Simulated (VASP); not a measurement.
Set up this calculation in VASP 6.6.1, as the native input.

```yaml
Task: relaxation of cell and atoms
Functional: SCAN
Potentials_or_basis: VASP PAW PBE potentials, release 64 (Hf_pv, In_d, Si, O)
Cutoff: 600 eV
k_mesh: 6 × 6 × 4
Occupations: fermi-dirac, width 0.05 eV
Spin: no spin polarisation
Further_INCAR_settings: ALGO = Normal; EDIFF = 1e-07; IBRION = 2; EDIFFG = -0.02; NSW = 60; ISIF = 3
```

The structure of HfIn4SiO6 lies in POSCAR:

```
HfIn4SiO6
1.0
    2.7158500000     -4.7035700000      0.0083300000
    2.7158500000      4.7035700000      0.0083300000
   -1.8791500000      0.0000000000      7.4012700000
Hf In Si O
1 4 1 6
Direct
    0.7883500000      0.2116500000      0.0000000000
    0.6217500000      0.3782500000      0.5000000000
    0.4550200000      0.5449800000      0.0000000000
    0.2840700000      0.7159300000      0.5000000000
    0.9581400000      0.0418600000      0.5000000000
    0.1216800000      0.8783200000      0.0000000000
    0.0621900000      0.1141500000      0.8666600000
    0.8858500000      0.9378100000      0.1333400000
    0.7949000000      0.5378400000      0.8666300000
    0.4621600000      0.2051000000      0.1333700000
    0.1535200000      0.6287900000      0.1333300000
    0.3712100000      0.8464800000      0.8666700000
```

The cell was built by a generator and needn't be a form met in nature.

These files were run (other wordings do the same):

INCAR

```
SYSTEM = HfIn4SiO6
PREC = Accurate
ENCUT = 600
EDIFF = 1E-7
ISMEAR = -1
SIGMA = 0.05
LREAL = .False.
LASPH = .True.
NELM = 100
ALGO = Normal
ISIF = 3
LWAVE = .False.
LCHARG = .False.
METAGGA = SCAN
LMIXTAU = .True.
IBRION = 2
NSW = 60
EDIFFG = -0.02
KPAR = 4
```

KPOINTS

```
regular mesh
0
Gamma
  6 6 4
  0 0 0
```

Potentials or basis: VASP PAW PBE potentials, release 64 (Hf_pv, In_d, Si, O).

Run with:

```console
$ cat potpaw_PBE.64/Hf_pv/POTCAR potpaw_PBE.64/In_d/POTCAR potpaw_PBE.64/Si/POTCAR potpaw_PBE.64/O/POTCAR > POTCAR
$ mpirun -np 4 vasp_std > vasp.out
```

It gave:

| Property | Result |
| --- | --- |
| Relaxed volume | 14.99 Å³/atom |
| Relaxed cell | a = 5.356 Å, b = 5.356 Å, c = 7.468 Å, α = 97.06°, β = 97.06°, γ = 119.96° |
| Space group after relaxing (to 0.05 Å) | C2 (No. 5) |
| Energy gained by relaxing | 13.3 meV/atom |
| Ionic steps | 11 |
| Pressure after relaxing | 0.0 GPa |
| Largest force after relaxing | 0.007 eV/Å |
| Band gap on the k mesh | none (metal or under the smearing width) |

Caveat: the PAW data sets were made with another functional, which shifts forces and pressure a little.

It took 2.4 h on 4 MPI ranks on AMD EPYC 9R14 (Zen 4), on a shared host, peak memory 0.85 GiB a rank.
